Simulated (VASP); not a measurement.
Level of theory: optB86b-vdW, VASP's PBE PAW potentials (set 64) (plane waves; VASP).

Input for VASP

File KPOINTS:
```
Regular mesh
0
Gamma
  6 6 10
```

POSCAR:
```
MnO2
1
    4.3702201015    -0.0000000000     0.0000000000
    0.0000000000     4.3702201015     0.0000000000
    0.0000000000     0.0000000000     2.8377850828
Mn O
2 4
Direct
  1.0000000000   0.0000000000   0.0000000000
  0.5000000000   0.5000000000   0.5000000000
  0.3033582004   0.3033582004   1.0000000000
  0.8033582004   0.1966417996   0.5000000000
  0.1966417996   0.8033582004   0.5000000000
  0.6966417996   0.6966417996   0.0000000000
```

### INCAR
```
AGGAC  =  0.0
ALGO  =  Normal
EDIFF  =  1E-6
EDIFFG  =  -0.02
ENCUT  =  520
GGA  =  MK
IBRION  =  2
ISIF  =  3
ISMEAR  =  1
ISPIN  =  2
LASPH  =  .True.
LCHARG  =  .False.
LMAXMIX  =  4
LORBIT  =  10
LREAL  =  .False.
LUSE_VDW  =  .True.
LWAVE  =  .False.
MAGMOM  =  3.0 -3.0 4*0.0
NELM  =  100
NSW  =  60
PARAM1  =  0.1234
PARAM2  =  1.0
PREC  =  Accurate
SIGMA  =  0.1
SYSTEM  =  MnO2
```

POTCAR, in this order: Mn_pv O (PBE.64 set). Program: vasp_std.

Predict the energy per atom (σ→0), cell moment, volume per atom, band gap (on the k-mesh).

| Item | Value |
|---|---|
| energy per atom (σ→0) | -5.962 eV/atom |
| cell moment | 0.00 μB |
| band gap (on the k-mesh) | none (metal, semimetal or under 0.01 eV) |
| volume per atom | 9.19 Å³/atom |

File OSZICAR:
```
...
DAV:   1    -0.357715377473E+02   -0.15791E-02   -0.17991E-01  7200   0.323E+00    0.375E-01
DAV:   2    -0.357714351772E+02    0.10257E-03   -0.15185E-02  8786   0.157E+00    0.416E-01
DAV:   3    -0.357704643387E+02    0.97084E-03   -0.37447E-03  9224   0.832E-01    0.122E-01
DAV:   4    -0.357703043942E+02    0.15994E-03   -0.80320E-04  8074   0.219E-01    0.492E-02
DAV:   5    -0.357702905636E+02    0.13831E-04   -0.87573E-05  7984   0.711E-02    0.288E-02
DAV:   6    -0.357702905218E+02    0.41818E-07   -0.11374E-05  7690   0.421E-02    0.127E-02
DAV:   7    -0.357702915174E+02   -0.99560E-06   -0.11942E-06  4414   0.973E-03
   5 F= -.35770292E+02 E0= -.35770488E+02  d E =-.332114E-03  mag=     0.0000
```

The compound is MnO2 in the rutile structure. This run relaxes it. Symmetry was kept, so distortions that lower it aren't found. The start is the result of an earlier pass.
